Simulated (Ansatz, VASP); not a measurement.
## TaOs3: VASP beside Ansatz

File INCAR:

```
ALGO = Normal ; EDIFF = 1E-6
ENCUT = 520 ; GGA = CA
ISIF = 2 ; ISMEAR = 1
LASPH = T ; LCHARG = F
LREAL = F ; LWAVE = F
NBANDS = 26 ; NELM = 60
PREC = Accurate ; SIGMA = 0.1
```

KPOINTS

```
k-points
0
Gamma
  9 9 3
```

The input POSCAR:

```
TaOs3
1.0
    2.7876500000      0.0000000000      0.0000000000
   -1.3938200000      2.4141700000      0.0000000000
    0.0000000000      0.0000000000      9.0869900000
Ta Os
1 3
Direct
    0.6666666667      0.3333333333      0.0000000000
    0.6666666667      0.3333333333      0.5000000000
    0.3333333333      0.6666666667      0.2647900000
    0.3333333333      0.6666666667      0.7352100000
```

Input for Ansatz:

```yaml
crystal:
  lattice:
    - [2.78765, 0.0, 0.0]
    - [-1.39382, 2.41417, 0.0]
    - [0.0, 0.0, 9.08699]
  atoms:
    - { symbol: Ta, position: [0.6666666666666666, 0.3333333333333333, 0.0] }
    - { symbol: Os, position: [0.6666666666666666, 0.3333333333333333, 0.5] }
    - { symbol: Os, position: [0.3333333333333333, 0.6666666666666666, 0.26479] }
    - { symbol: Os, position: [0.3333333333333333, 0.6666666666666666, 0.73521] }
kpoints:
  mp_grid:
    grid: [9, 9, 3]
    shift: [0.0, 0.0, 0.0]
hamiltonian:
  xc: lda
scf:
  occupations:
    method: methfessel_paxton
    width: 0.1
output:
  stress: true
```

The cell comes from a database or a generator and needn't be the stable form of this composition.

Alike in both runs: task single point; functional LDA; k mesh 9 × 9 × 3; occupations methfessel-paxton of order 1, width 0.1 eV; no spin polarisation.

```csv
,VASP,Ansatz
version,VASP 6.6.1,Ansatz 0.2.0
potentials or method,"VASP PAW LDA potentials, release 64 (Ta_pv, Os)","plane waves, PAW"
plane-wave cutoff (eV),520,420
valence electrons in the cell,35,61
```

Ansatz gave:

```
pressure (GPa)                                  : -16.5
largest component of the traceless stress (GPa) : 1.37
```

Which values does VASP return?

Pressure (GPa): -15.9; largest component of the traceless stress (GPa): 1.21.

The two sets of potentials don't hold the same shells in valence.

Caveats: so large a pressure means that the cell lies far from this level's equilibrium, or that cutoff or potentials fall short (VASP). The runs have no spin-orbit coupling, so splittings on Os, Ta are missing.
